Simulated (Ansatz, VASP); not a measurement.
## SiAs3: VASP beside Ansatz

INCAR

```
SYSTEM = SiAs3
PREC = Accurate ; ENCUT = 520
EDIFF = 1E-6 ; ISMEAR = 0
SIGMA = 0.1 ; LREAL = .False.
LASPH = .True. ; NELM = 100
ALGO = Normal ; ISIF = 2
LWAVE = .False. ; LCHARG = .True.
GGA = PE ; LELF = .True.
LVHAR = .True. ; NBANDS = 18
```

The input KPOINTS:

```
Automatic mesh
0
Gamma
  4 4 4
  0 0 0
```

File POSCAR:

```
SiAs3
1.0
   -2.9810312100      2.9810312100      2.9810312100
    2.9810312100     -2.9810312100      2.9810312100
    2.9810312100      2.9810312100     -2.9810312100
Si As
1 3
Direct
    0.0000000000      0.0000000000      0.0000000000
    0.0000000000      0.5000000000      0.5000000000
    0.5000000000      0.0000000000      0.5000000000
    0.5000000000      0.5000000000      0.0000000000
```

Input for Ansatz:

```yaml
crystal:
  lattice:
    - [-2.98103121, 2.98103121, 2.98103121]
    - [2.98103121, -2.98103121, 2.98103121]
    - [2.98103121, 2.98103121, -2.98103121]
  atoms:
    - { symbol: Si, position: [0.0, 0.0, 0.0] }
    - { symbol: As, position: [0.0, 0.5, 0.5] }
    - { symbol: As, position: [0.5, 0.0, 0.5] }
    - { symbol: As, position: [0.5, 0.5, 0.0] }
basis:
  ecutwfc: 420
kpoints:
  mp_grid: { grid: [4, 4, 4] }
hamiltonian:
  xc: pbe
scf:
  occupations: { method: gaussian, width: 0.1 }
  lower_state_search: "off"
output:
  forces: true
  stress: true
  eigenvalues: true
```

Alike in both runs: task single point; functional PBE; k mesh 4 × 4 × 4; occupations gaussian, width 0.1 eV; no spin polarisation.

|  | VASP | Ansatz |
| --- | --- | --- |
| version | VASP 6.6.1 | Ansatz 0.2.0 |
| potentials or method | VASP PAW PBE potentials, release 64 (Si, As) | scalar-relativistic, plane waves, PAW |
| plane-wave cutoff (eV) | 520 | 420 |
| valence electrons in the cell | 19 | 49 |

```tsv
	VASP	Ansatz	Ansatz less VASP
gap on the k mesh at the Fermi level (eV)	none	none	-
pressure (GPa)	-13.0	-13.0	-0.01
```

A gap of «none» marks a metal or a gap that the smearing closes. With one functional, cell and mesh, what is left measures potentials, basis and numerics. The two sets of potentials don't hold the same shells in valence.

Caveats: the k mesh is coarse (spacing up to 0.37 Å⁻¹), so the values aren't converged.
